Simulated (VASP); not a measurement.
Consider the following.

```
AlTi
1.0
    2.81528     0.00000     0.00000
    0.00000     2.81528     0.00000
    0.00000     0.00000     4.04687
Ti Al
1 1
Direct
  0.00000   0.00000   0.00000
  0.50000   0.50000   0.50000
```

Computed with SCAN meta-GGA, VASP's PBE PAW potentials (set 64) (plane waves; VASP 6.6.1). Settings: 520 eV cut-off, 14×14×10 Γ-centred mesh, tetrahedra with Blöchl corrections, potentials Ti_sv Al.

Question: Predict the energy per atom (σ→0), band gap (over mesh and band path) with the smallest direct gap where there is one.

Answer: 
The band gap (over mesh and band path) is none (metal, semimetal or under 0.01 eV) and the energy per atom (σ→0) is -12.334 eV/atom.

Only differences to runs with the same potentials and settings are physical.

The compound is TiAl in the L1_0 structure. It was relaxed first. The electron count is odd and the run is not spin-polarised, which forces a metal.
